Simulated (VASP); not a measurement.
An input for Ansatz (written as the equivalent of a VASP run, and not itself run):

Ansatz 0.2 input:
```yaml
crystal:
  lattice:
    - [3.0428488, 0.0000000, 0.0000000]
    - [-1.5214244, 2.6351841, 0.0000000]
    - [0.0000000, 0.0000000, 5.3234508]
  atoms:
    - { symbol: Rh, position: [0.0000000, 0.0000000, 0.0000000] }
    - { symbol: Rh, position: [0.0000000, 0.0000000, 0.5000000] }
    - { symbol: O, position: [0.3333330, 0.6666670, 0.2500000] }
    - { symbol: O, position: [0.6666670, 0.3333330, 0.7500000] }
kpoints:
  mp_grid: { grid: [13, 13, 7] }
hamiltonian:
  xc: pbesol
  pseudopotentials: { kind: paw }
scf:
  occupations: { method: tetrahedron }
  max_iter: 100
output: { forces: true, stress: true, eigenvalues: true }
```

### Question
Write the VASP files for the same calculation (PBEsol).

### Answer
This is not unique; one that fits is 
### INCAR
```
LEFG  =  T
PREC  =  Accurate
NELM  =  100   ! most electronic steps
SYSTEM  =  RhO
ENCUT  =  520
ISMEAR  =  -5   ! tetrahedra, Bloechl
LREAL  =  F   ! projection in real space or not
LWAVE  =  F
LCHARG  =  T
NEDOS  =  601   ! DOS grid
EDIFF  =  1E-7
LMAXMIX  =  4   ! l cut-off of mixed one-centre charges
LORBIT  =  11
LASPH  =  T   ! aspherical one-centre terms
ISIF  =  2
ALGO  =  Normal   ! blocked Davidson
GGA  =  PS
```

KPOINTS:
```
K-points
0
G
 13 13 7
0 0 0
```

### POSCAR
```
RhO
5.3234510
  0.5715932729   0.0000000000   0.0000000000
 -0.2857966364   0.4950142498   0.0000000000
  0.0000000000   0.0000000000   0.9999999715
Rh O
2 2
Cart
  0.0000000000   0.0000000000   0.0000000000
  0.0000000000   0.0000000000   0.4999999858
 -0.0000002858   0.3300096648   0.2499999929
  0.2857969222   0.1650045849   0.7499999786
```

POTCAR, in this order: Rh_pv O (PBE.64 set). Program: vasp_std.

What does not carry over: each code has its own PAW files, so the cut-off isn't converted (ENCUT is set for VASP's; basis.ecutwfc is left out, and Ansatz then takes the one that its files recommend); Ansatz stops its SCF on the density residual and VASP on the energy change (EDIFF); the field gradients of LEFG aren't asked of the other code.

The structure was generated: RhO was put into the NiAs type type (P6_3/mmc), which need not be its known phase. It was relaxed first.
